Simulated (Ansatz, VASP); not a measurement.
# CaO (Lime): VASP beside Ansatz, part 3 of 3

Wanted: the spread between two codes on one cell, functional and k mesh. The cell is taken from a series of runs on this material, whose earlier steps may have relaxed, scaled, displaced or heated it; both programs get it as it stands.

VASP 6.6.1 and Ansatz 0.2.0.

So far: The starting structure; Ansatz: zone-centre phonons, PBE, pair 1; VASP: zone-centre phonons, PBE, pair 1; Differences.

### 5. VASP: zone-centre phonons, PBE, pair 2

Level of this step: PBE; plane waves and PAW (O, Ca_sv) (VASP).

Second derivatives magnify differences that forces hide, and they need a tight electronic threshold. The cell compared in this pair holds 27.06 Å³, against 26.49 Å³ for the pair before.

INCAR

```
SYSTEM = CaO
PREC = Accurate
ENCUT = 600
EDIFF = 1E-08
NELM = 120
ISMEAR = 0
SIGMA = 0.01
LREAL = .FALSE.
ALGO = Normal
GGA = PE
NBANDS = 14
LORBIT = 11
LWAVE = .FALSE.
LCHARG = .FALSE.
ISIF = 2
IBRION = 8
LEPSILON = .TRUE.
LASPH = .TRUE.
GGA_COMPAT = .FALSE.
EFERMI = MIDGAP
KPAR = 2
```

POSCAR

```
CaO
1.0
    0.0000000000      2.3827579466      2.3827579466
    2.3827579466      0.0000000000      2.3827579466
    2.3827579466      2.3827579466      0.0000000000
O Ca
1 1
Direct
    0.5000000000      0.5000000000      0.5000000000
    0.0000000000      0.0000000000      0.0000000000
```

KPOINTS

```
Automatic mesh
0
Gamma
8 8 8
0 0 0
```

The projector-augmented-wave data sets are O and Ca_sv (PBE family, release 64).

The run is started by

```bash
$ mpirun -np 2 vasp_std
```

Numbers of over 12 decimals in the logs are rounded to 6 here.

Log:

```text
[... set-up lines as in an earlier step ...]
 entering main loop
       N       E                     dE             d eps       ncg     rms          rms(c)
DAV:   1     0.138858512914E+03    0.13886E+03   -0.92429E+03   812   0.131E+03
DAV:   2    -0.839367716679E+01   -0.14725E+03   -0.13765E+03   994   0.325E+02
DAV:   3    -0.143226320670E+02   -0.59290E+01   -0.58861E+01   950   0.678E+01
DAV:   4    -0.144995313603E+02   -0.17690E+00   -0.17680E+00  1158   0.100E+01
[...]
DAV:  13    -0.127863861984E+02    0.37339E-06   -0.13980E-06  1118   0.109E-02    0.526E-04
DAV:  14    -0.127863862234E+02   -0.25009E-07   -0.64403E-08   894   0.280E-03    0.185E-04
DAV:  15    -0.127863862329E+02   -0.94988E-08   -0.29980E-09   436   0.708E-04
   1 F= -.12786386E+02 E0= -.12786386E+02  d E =0.000000E+00
 Linear response reoptimize wavefunctions to high precision
DAV:   1    -0.127863862247E+02    0.81502E-08   -0.82124E-10   540   0.341E-04
DAV:   2    -0.127863862247E+02   -0.30241E-10   -0.17127E-10   412   0.105E-04
 Linear response G [H, r] |phi>, progress :
  Direction:   1
[...]
RMM:  16    -0.364863129449E+00   -0.53915E-08   -0.34630E-08  3192   0.112E-05    0.174E-06
 first order change of Fermi-energy   0.15408E-03
 force on displaced ion       1 direction 1 :  -3.560   0.000   0.000
 Born effective charge ion    1 direction 1 :  -2.365   0.000   0.000
 Linear response progress:
  Degree of freedom:   2/  2
       N       E                     dE             d eps       ncg     rms          rms(c)
RMM:   1    -0.444997317415E+00   -0.44500E+00    0.61025E-01  1851   0.112E+01
RMM:   2    -0.391650023790E+00    0.53347E-01   -0.60987E-02  2562   0.247E+00    0.186E-01
RMM:   3    -0.392721645383E+00   -0.10716E-02   -0.18498E-02  3354   0.739E-01    0.130E-01
RMM:   4    -0.393451449179E+00   -0.72980E-03   -0.37432E-03  3699   0.305E-01    0.756E-02
[...]
RMM:  31    -0.393638688778E+00   -0.21667E-08    0.16087E-06  2886   0.281E-04    0.605E-05
RMM:  32    -0.393638702232E+00   -0.13455E-07    0.14232E-06  2203   0.256E-04    0.638E-05
RMM:  33    -0.393638710392E+00   -0.81596E-08    0.12582E-06  1862   0.234E-04    0.671E-05
 first order change of Fermi-energy  -0.46571E-03
 force on displaced ion       2 direction 1 :  -3.581   0.000   0.000
 Born effective charge ion    2 direction 1 :   2.364   0.000   0.000
 Born effective charges drift removed
 Linear response finished
```

OUTCAR, selected parts (step 5):

```text
  Total        0.8877055      0.8877055      0.8877055      0.0000000     -0.0000000      0.0000000
  in kB       52.5665775     52.5665775     52.5665775      0.0000000     -0.0000000      0.0000000
  external PRESSURE =      52.5665775 kB  Pullay stress =       0.0000000 kB

 POSITION                                       TOTAL-FORCE (eV/Angst)
 -----------------------------------------------------------------------------------
      2.38276      2.38276      2.38276        -0.000000      0.000000      0.000000
      0.00000      0.00000      0.00000         0.000000     -0.000000     -0.000000
 -----------------------------------------------------------------------------------
    total drift:                                0.000000      0.000000      0.000000

 MACROSCOPIC STATIC DIELECTRIC TENSOR (including local field effects in DFT)
 ------------------------------------------------------
           3.800740     0.000000    -0.000000
           0.000000     3.800740     0.000000
          -0.000000     0.000000     3.800740
 ------------------------------------------------------

 MACROSCOPIC STATIC DIELECTRIC TENSOR IONIC CONTRIBUTION
 ------------------------------------------------------
          10.480139     0.000000    -0.000000
           0.000000    10.480139    -0.000000
          -0.000000    -0.000000    10.480139
 ------------------------------------------------------

[... 1 part as in an earlier step ...]

[... 1 further part left out ...]
```

### 6. Ansatz: zone-centre phonons, PBE, pair 2

The same cell, functional and mesh now go to Ansatz, which takes its cutoff from its data sets.

The cell is taken from a series of runs on this material, whose earlier steps may have relaxed, scaled, displaced or heated it; both programs get it as it stands.

input.yaml

```yaml
crystal:
  lattice:
    - [0.0, 2.3827579466, 2.3827579466]
    - [2.3827579466, 0.0, 2.3827579466]
    - [2.3827579466, 2.3827579466, 0.0]
  atoms:
    - { symbol: O, position: [0.5, 0.5, 0.5] }
    - { symbol: Ca, position: [0.0, 0.0, 0.0] }
kpoints:
  mp_grid: { grid: [8, 8, 8] }
hamiltonian:
  xc: pbe
  pseudopotentials: { kind: paw, azcp: { folder: soft_1 } }
scf:
  occupations: { method: fixed }
output:
  eigenvalues: true
phonons:
  method: dfpt
  dielectric: true
  rigid_motions: translations
```

The run is started by

```bash
$ ansatz run input.yaml --threads 4 --pin off --max-ram 10240MiB --backend cpu --events-out ev --progress --plain --runs-dir out
```

Log:

```text
[...]
Crystal: 2 atoms, lattice volume = 27.056 Å³
Basis set: ecut = 420 eV, 531 PW (Γ), exchange–correlation on 48×48×48 points (8 copies of the dense FFT grid, shifted against one another)
Bands: 12, of which v1, the nominal top of the filled ones, is band 8 counted from 1 (7 counted from 0)
Symmetry: 48 space group operations
k-points: 59 of 512 (irreducible under 8 space group operations, time reversal used)
[...]
optical modes at Γ + LO–TO along q̂ = [1.0000, 0.0000, 0.0000]:
      ω (cm⁻¹)  modes    IR ((D/Å)²/amu)
[...]
optical modes at Γ + LO–TO along q̂ = [0.0000, 1.0000, 0.0000]:
      ω (cm⁻¹)  modes    IR ((D/Å)²/amu)
        284.17      2            22.5664
        561.01      1            11.2832
  optical modes at Γ + LO–TO along q̂ = [0.0000, 0.0000, 1.0000]:
      ω (cm⁻¹)  modes    IR ((D/Å)²/amu)
        284.17      2            22.5664
        561.01      1            11.2832
[key lines of the parts left out:]
SCF converged after 8 iterations
Free energy (F): -2387.712610 eV
Fermi energy:    7.989232 eV
```

### 7. Differences

Compared:

```
                                     quantity  Ansatz   VASP  difference
                                        ε∞ xx    3.80   3.80     +0.02 %
                                        ε∞ yy    3.80   3.80     +0.02 %
                                        ε∞ zz    3.80   3.80     +0.02 %
 Born charge of O1 (mean of the diagonal) (e)   -2.36  -2.37        0.00
Born charge of Ca2 (mean of the diagonal) (e)    2.36   2.37        0.00
                   optical mode 1 to 3 (cm⁻¹)   284.2  291.2     -2.41 %
```

Modes are paired by rising frequency, not by their patterns, so a pair may set unlike modes beside each other; they are those without the splitting of longitudinal modes.

### 8. Summary of results

* r.m.s. difference of the optical zone-centre modes, each program's sorted by frequency (zone-centre phonons, PBE, pair 1): 7.4 cm⁻¹
* difference in optical mode 1 to 3 (zone-centre phonons, PBE, pair 1): -2.4 %
* r.m.s. difference of the optical zone-centre modes, each program's sorted by frequency (zone-centre phonons, PBE, pair 2): 7.0 cm⁻¹
* difference in optical mode 1 to 3 (zone-centre phonons, PBE, pair 2): -2.4 %

In words: The r.m.s. difference of the optical zone-centre modes, each program's sorted by frequency is 7.4 cm⁻¹ (zone-centre phonons, PBE, pair 1). Among the rows given in per cent, the largest difference of the zone-centre phonons, PBE, pair 1 pair is in optical mode 1 to 3, -2.4 %. Among the rows given in per cent, the largest difference of the zone-centre phonons, PBE, pair 2 pair is in optical mode 1 to 3, -2.4 %. How closely two codes agree says nothing of how well the functional describes the real material.

[Lines on the potential files, build, host, timing and source positions are cut from VASP's logs without a mark.]

[Logs are printed without paths, hosts, clocks, repeated set-up lines and the standing remarks that a program may print on its own settings, such as how far it seeks lower states.]

[Hosts, paths, dates, database ids (printed as entryN), source tags and the programs' standing remarks are cut or masked in the printed files.]
